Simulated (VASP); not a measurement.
These are PBE GGA with D4 dispersion, VASP's PBE PAW potentials (set 64) (plane waves; VASP 6.6.1) values and carry that method's errors.

Input for VASP

KPOINTS:
```
Automatic mesh
0
Gamma
12 12 12
0 0 0
```

**INCAR**
```
! general
SYSTEM   =  ZrC
PREC     =  Accurate
ENCUT    =  520
LREAL    =  .False.
LASPH    =  .True.

! electronic loop
EDIFF    =  1E-6
NELM     =  100   ! most electronic steps
ALGO     =  Normal   ! blocked Davidson
LMAXMIX  =  4

! smearing
ISMEAR   =  1
SIGMA    =  0.1   ! width (eV)

! functional
GGA      =  PE
IVDW     =  13

! ions
IBRION   =  2
NSW      =  60   ! most ionic steps
ISIF     =  3   ! ions, shape and volume
EDIFFG   =  -0.01   ! ionic stop

! output
LWAVE    =  .False.
LCHARG   =  .False.
```

**POSCAR**
```
ZrC
1.0
  0.0000000000   2.3500000000   2.3500000000
  2.3500000000   0.0000000000   2.3500000000
  2.3500000000   2.3500000000   0.0000000000
Zr C
1 1
direct
  0.0000000000   0.0000000000   0.0000000000
  0.5000000000   0.5000000000   0.5000000000
```

POTCAR, in this order: Zr_sv C (PBE.64 set). Program: vasp_std.

The resulting files:

### OSZICAR
```
       N       E                     dE             d eps       ncg     rms          rms(c)
DAV:   1     0.111719898444E+03    0.11172E+03   -0.90272E+03  1728   0.135E+03
DAV:   2    -0.169101465416E+02   -0.12863E+03   -0.12119E+03  2024   0.335E+02
DAV:   3    -0.227179468166E+02   -0.58078E+01   -0.56740E+01  2540   0.644E+01
DAV:   4    -0.229251132885E+02   -0.20717E+00   -0.20705E+00  2236   0.115E+01
DAV:   5    -0.229306826411E+02   -0.55694E-02   -0.55691E-02  2484   0.158E+00    0.212E+01
DAV:   6    -0.196024678177E+02    0.33282E+01   -0.16594E+01  1940   0.284E+01    0.810E+00
DAV:   7    -0.194709140639E+02    0.13155E+00   -0.76980E-01  2004   0.706E+00    0.591E+00
DAV:   8    -0.194635630181E+02    0.73510E-02   -0.13866E-01  1860   0.353E+00    0.143E+00
DAV:   9    -0.194594957607E+02    0.40673E-02   -0.30354E-02  2148   0.118E+00    0.463E-01
DAV:  10    -0.194598186377E+02   -0.32288E-03   -0.19875E-03  1964   0.575E-01    0.346E-01
DAV:  11    -0.194596472810E+02    0.17136E-03   -0.64801E-04  1928   0.208E-01    0.171E-02
DAV:  12    -0.194596457849E+02    0.14962E-05   -0.11378E-05  2584   0.382E-02    0.112E-02
DAV:  13    -0.194596454429E+02    0.34192E-06   -0.27078E-07  1124   0.586E-03
   1 F= -.19956869E+02 E0= -.19956758E+02  d E =-.199569E+02
       N       E                     dE             d eps       ncg     rms          rms(c)
DAV:   1    -0.194887493666E+02   -0.29104E-01   -0.15009E+00  1752   0.142E+01    0.273E+00
DAV:   2    -0.194512419261E+02    0.37507E-01   -0.92701E-02  1744   0.382E+00    0.808E-01
DAV:   3    -0.194441381978E+02    0.71037E-02   -0.40473E-02  2476   0.172E+00    0.302E-01
DAV:   4    -0.194450920431E+02   -0.95385E-03   -0.10455E-03  2196   0.282E-01    0.204E-01
DAV:   5    -0.194459809060E+02   -0.88886E-03   -0.20078E-03  2720   0.240E-01    0.382E-02
DAV:   6    -0.194459854969E+02   -0.45909E-05   -0.13969E-05  1896   0.304E-02    0.353E-02
DAV:   7    -0.194459981099E+02   -0.12613E-04   -0.11473E-05  2048   0.400E-02    0.145E-02
DAV:   8    -0.194459967954E+02    0.13145E-05   -0.54988E-07  1044   0.789E-03    0.447E-03
DAV:   9    -0.194459978309E+02   -0.10356E-05   -0.34772E-07   912   0.850E-03    0.413E-03
DAV:  10    -0.194459977063E+02    0.12460E-06   -0.47301E-08   912   0.262E-03
   2 F= -.19954920E+02 E0= -.19954778E+02  d E =0.194871E-02
       N       E                     dE             d eps       ncg     rms          rms(c)
DAV:   1    -0.194722078503E+02   -0.26210E-01   -0.56606E-01  1756   0.882E+00    0.166E+00
DAV:   2    -0.194586246081E+02    0.13583E-01   -0.38231E-02  1768   0.243E+00    0.500E-01
DAV:   3    -0.194557719836E+02    0.28526E-02   -0.13941E-02  2428   0.101E+00    0.163E-01
DAV:   4    -0.194560984496E+02   -0.32647E-03   -0.51552E-04  2488   0.190E-01    0.127E-01
DAV:   5    -0.194563868949E+02   -0.28845E-03   -0.44508E-04  2804   0.122E-01    0.180E-02
DAV:   6    -0.194563962462E+02   -0.93513E-05   -0.32342E-05  2640   0.505E-02    0.142E-02
DAV:   7    -0.194563947505E+02    0.14957E-05   -0.42847E-06  2028   0.270E-02    0.526E-03
DAV:   8    -0.194563953858E+02   -0.63530E-06   -0.20780E-07   956   0.615E-03
   3 F= -.19958053E+02 E0= -.19957930E+02  d E =-.118435E-02
```

### OUTCAR
```
------------------------ aborting loop because EDIFF is reached ----------------------------------------
  Edisp (eV):   -0.50166
  FORCE on cell =-STRESS in cart. coord.  units (eV):
  Direction    XX          YY          ZZ          XY          YZ          ZX
  --------------------------------------------------------------------------------------
  Total       0.00167     0.00167     0.00167     0.00000    -0.00000     0.00000
  in kB       0.10383     0.10383     0.10383     0.00000    -0.00000     0.00000
  external pressure =        0.10 kB  Pullay stress =        0.00 kB
  volume of cell :       25.75
      direct lattice vectors                 reciprocal lattice vectors
    -0.000000000  2.343680862  2.343680862    -0.213339627  0.213339627  0.213339627
     2.343680862 -0.000000000  2.343680862     0.213339627 -0.213339627  0.213339627
     2.343680862  2.343680862  0.000000000     0.213339627  0.213339627 -0.213339627
 POSITION                                       TOTAL-FORCE (eV/Angst)
 -----------------------------------------------------------------------------------
      0.00000      0.00000      0.00000        -0.000000      0.000000     -0.000000
      2.34368      2.34368      2.34368         0.000000     -0.000000      0.000000
 -----------------------------------------------------------------------------------
    total drift:                                0.000000      0.000000      0.000000
  FREE ENERGIE OF THE ION-ELECTRON SYSTEM (eV)
  ---------------------------------------------------
  free  energy   TOTEN  =       -19.9580531955 eV

  energy  without entropy=      -19.9576838311  energy(sigma->0) =      -19.95793007

 reached required accuracy - stopping structural energy minimisation
```
(Selected blocks of OUTCAR.)

### CONTCAR
```
ZrC
   1.00000000000000
    -0.0000000000000000    2.3436808616945601    2.3436808616945601
     2.3436808616945601   -0.0000000000000000    2.3436808616945601
     2.3436808616945601    2.3436808616945601    0.0000000000000000
  Zr              C
     1     1
Direct
     0.0000000000000000    0.0000000000000000    0.0000000000000000
     0.5000000000000000    0.5000000000000000    0.5000000000000000
```

The compound is ZrC in the rock salt structure. This run relaxes it. Symmetry was kept, so distortions that lower it aren't found.
